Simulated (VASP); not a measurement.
Consider the following.

```yaml
crystal:
  lattice:
    - [1.46797, -2.54260, 0.00000]
    - [1.46797, 2.54260, 0.00000]
    - [0.00000, 0.00000, 2.85884]
  atoms:
    - { symbol: W, position: [0.00000, 0.00000, 0.00000] }
    - { symbol: C, position: [0.33333, 0.66667, 0.50000] }
```

Computed with RPBE GGA, VASP's PBE PAW potentials (set 64) (plane waves; VASP). Numerical set-up: 520 eV cut-off, 13×13×11 Γ-centred mesh, first-order Methfessel-Paxton smearing of 0.10 eV, potentials W_sv C.

Unless said otherwise, spin-orbit coupling is left out, though it shifts the bands of the heavy elements here.

Task: Predict the energy per atom (σ→0), band gap (on the k-mesh) with the smallest direct gap where there is one.

Result: 
```
Item                                                         Value
------------------------  ----------------------------------------
band gap (on the k-mesh)  none (metal, semimetal or under 0.01 eV)
energy per atom (σ→0)                          -1032.8 kJ/mol-atom
```

Only differences to runs with the same potentials and settings are physical.

The compound is WC in the wc structure. It was relaxed first. The start is the result of an earlier pass.
